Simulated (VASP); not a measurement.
Output of a VASP run:

File OSZICAR:
```
       N       E                     dE             d eps       ncg     rms          rms(c)
DAV:   1     0.148020670855E+03    0.14802E+03   -0.13495E+04  3724   0.378E+03
DAV:   2     0.923804235899E+01   -0.13878E+03   -0.13648E+03  3618   0.481E+02
DAV:   3    -0.848471761167E+01   -0.17723E+02   -0.17581E+02  3908   0.136E+02
DAV:   4    -0.900637663833E+01   -0.52166E+00   -0.52054E+00  4084   0.270E+01
DAV:   5    -0.901496073772E+01   -0.85841E-02   -0.85832E-02  4040   0.349E+00    0.344E+00
DAV:   6    -0.899748374095E+01    0.17477E-01   -0.37434E-03  3948   0.604E-01    0.310E+00
DAV:   7    -0.898193327383E+01    0.15550E-01   -0.14739E-03  4602   0.358E-01    0.279E+00
DAV:   8    -0.896865520871E+01    0.13278E-01   -0.11419E-03  3924   0.310E-01    0.250E+00
DAV:   9    -0.895753124227E+01    0.11124E-01   -0.91492E-04  4410   0.279E-01    0.225E+00
DAV:  10    -0.894833494579E+01    0.91963E-02   -0.76395E-04  3838   0.251E-01    0.202E+00
DAV:  11    -0.894080841205E+01    0.75265E-02   -0.61026E-04  4388   0.224E-01    0.182E+00
DAV:  12    -0.893469785644E+01    0.61106E-02   -0.51431E-04  3832   0.202E-01    0.164E+00
DAV:  13    -0.892977028572E+01    0.49276E-02   -0.40823E-04  4368   0.179E-01    0.147E+00
DAV:  14    -0.892581962394E+01    0.39507E-02   -0.34307E-04  3840   0.161E-01    0.132E+00
DAV:  15    -0.892266894308E+01    0.31507E-02   -0.27235E-04  4356   0.143E-01    0.119E+00
DAV:  16    -0.892016844252E+01    0.25005E-02   -0.22793E-04  4038   0.129E-01    0.107E+00
DAV:  17    -0.891819350682E+01    0.19749E-02   -0.18172E-04  4380   0.115E-01    0.958E-01
DAV:  18    -0.891664104392E+01    0.15525E-02   -0.15160E-04  4158   0.103E-01    0.861E-01
DAV:  19    -0.891542678469E+01    0.12143E-02   -0.12154E-04  4376   0.918E-02    0.774E-01
DAV:  20    -0.891448201236E+01    0.94477E-03   -0.10129E-04  4218   0.825E-02    0.696E-01
DAV:  21    -0.891375118746E+01    0.73082E-03   -0.81689E-05  4380   0.736E-02    0.625E-01
DAV:  22    -0.891318947065E+01    0.56172E-03   -0.67981E-05  3742   0.662E-02    0.562E-01
DAV:  23    -0.891276094944E+01    0.42852E-03   -0.55551E-05  4202   0.592E-02    0.506E-01
DAV:  24    -0.891243685272E+01    0.32410E-03   -0.45916E-05  3680   0.532E-02    0.455E-01
DAV:  25    -0.891219428325E+01    0.24257E-03   -0.37829E-05  3642   0.477E-02    0.409E-01
DAV:  26    -0.891201501752E+01    0.17927E-03   -0.31024E-05  3274   0.426E-02    0.368E-01
DAV:  27    -0.891188465664E+01    0.13036E-03   -0.26376E-05  3298   0.388E-02    0.331E-01
DAV:  28    -0.891179188033E+01    0.92776E-04   -0.21859E-05  3240   0.350E-02    0.298E-01
DAV:  29    -0.891172775103E+01    0.64129E-04   -0.18215E-05  3258   0.317E-02    0.268E-01
DAV:  30    -0.891168526788E+01    0.42483E-04   -0.15016E-05  2904   0.285E-02    0.242E-01
DAV:  31    -0.891165899927E+01    0.26269E-04   -0.12765E-05  2854   0.253E-02    0.218E-01
DAV:  32    -0.891164473126E+01    0.14268E-04   -0.10521E-05  2902   0.218E-02    0.196E-01
DAV:  33    -0.891163916984E+01    0.55614E-05   -0.87318E-06  2878   0.194E-02    0.177E-01
DAV:  34    -0.891163980779E+01   -0.63796E-06   -0.73779E-06  2846   0.177E-02
   1 F= -.89116398E+01 E0= -.89116389E+01  d E =-.189007E-05
```

File OUTCAR:
```
------------------------ aborting loop because EDIFF is reached ----------------------------------------
  FORCE on cell =-STRESS in cart. coord.  units (eV):
  Direction    XX          YY          ZZ          XY          YZ          ZX
  --------------------------------------------------------------------------------------
  Total        2.5878363      2.6072693      2.4630242      0.0000000     -0.2621227      0.0000000
  in kB       96.0685361     96.7899490     91.4351217      0.0000000     -9.7308083      0.0000000
  external PRESSURE =      94.7645356 kB  Pullay stress =       0.0000000 kB
  volume of cell :       43.16
      direct lattice vectors                 reciprocal lattice vectors
     0.000000000  2.777179000  2.796410000    -0.179944469  0.180038809  0.178800677
     2.778635000  0.000000000  2.796410000     0.179944469 -0.180038809  0.178800677
     2.778635000  2.777179000  0.000000000     0.179944469  0.180038809 -0.178800677
 POSITION                                       TOTAL-FORCE (eV/Angst)
 -----------------------------------------------------------------------------------
      0.00000      0.00000      0.00000         0.321044      0.000000      0.000000
      1.41396      1.38859      1.39820        -0.321044      0.000000      0.000000
 -----------------------------------------------------------------------------------
    total drift:                                0.000064      0.000000      0.000002
  FREE ENERGIE OF THE ION-ELECTRON SYSTEM (eV)
  ---------------------------------------------------
  free  energy   TOTEN  =        -8.9116398078 eV

  energy  without entropy=       -8.9116379177  energy(sigma->0) =       -8.91163886
```
(Selected blocks of OUTCAR.)

File POSCAR:
```
Ge
1
    0.0000000000     2.7771790000     2.7964100000
    2.7786350000     0.0000000000     2.7964100000
    2.7786350000     2.7771790000     0.0000000000
Ge
2
Direct
  0.0000000000   0.0000000000   0.0000000000
  0.2455660000   0.2544340000   0.2544340000
```

Problem. Reconstruct the remaining input files.

Solution. One answer among several that fit: the input of the run itself, PBE GGA, plane waves, VASP's PBE PAW potentials (set 64).

INCAR:
```
SYSTEM = Ge
PREC = Accurate
ENCUT = 400
EDIFF = 1E-6
NELM = 100
ALGO = Normal
LREAL = .FALSE.
LASPH = .TRUE.
ISMEAR = 0
SIGMA = 0.05
GGA = PE
LMAXMIX = 4
LWAVE = .FALSE.
LCHARG = .FALSE.
ISIF = 2
AMIX = 0.1
BMIX = 1.0
IMIX = 1
```

### KPOINTS
```
Automatic mesh
0
Gamma
7 7 7
0 0 0
```

POTCAR, in this order: Ge_d (PBE.64 set). Program: vasp_std.

The compound is Ge in the diamond structure. The cell was not relaxed at this level, atoms are displaced from their ideal sites. The run is one of a series of settings (AMIX = 0.1, BMIX = 1.0, IMIX = 1 against the base run), some of them coarse on purpose.
